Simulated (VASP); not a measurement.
Given:

```
AlN
1.0
    0.00000     2.21882     2.21882
    2.21882     0.00000     2.21882
    2.21882     2.21882     0.00000
Al N
1 1
Direct
  0.00000   0.00000   0.00000
  0.25000   0.25000   0.25000
```

Method: PBE GGA, VASP's PBE PAW potentials (set 64) (plane waves; VASP). Run with PREC = Normal, 500 eV cut-off, 4×4×4 Γ-centred mesh, Gaussian smearing of 0.010 eV, potentials Al_GW N_GW_new.

Task: Give the stress tensor in GPa (positive for a compressed cell).

Result: 
```
-4.85   0.00   0.00
 0.00  -4.85   0.00
 0.00   0.00  -4.85
```
The pressure is its mean diagonal, -4.85 GPa.

The compound is AlN in the zinc blende structure, a metastable form; wurtzite is the usual one. This cell is one point of a volume scan, at 1.04 of the reference volume. The k-mesh is coarse (spacing up to 0.61 per Å, 2π included), so the numbers may not be converged in it.
